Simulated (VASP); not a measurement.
Take CdS (zinc blende), without spin-orbit terms, in VASP with PAW potentials, and its band gap.

### Question
One run gives 1.00 eV. Which level is it?
A. PBEsol (own cell)
B. optB88-vdW (own cell)
C. RPBE (own cell)
D. r2SCAN+rVV10 (own cell)

### Answer
A, PBEsol (own cell).  The others give 1.13 (RPBE (own cell)), 0.92 (optB88-vdW (own cell)), 1.50 (r2SCAN+rVV10 (own cell)).

Only levels that ran to the end are used. Left out are those held back, those with too coarse a band path, GW runs whose mesh misses a band edge, hybrids' fits of cells that aren't cubic and levels without matching references; a question may draw on a part of the rest.

The compound is CdS in the zinc blende structure, a metastable form; wurtzite is the usual one.
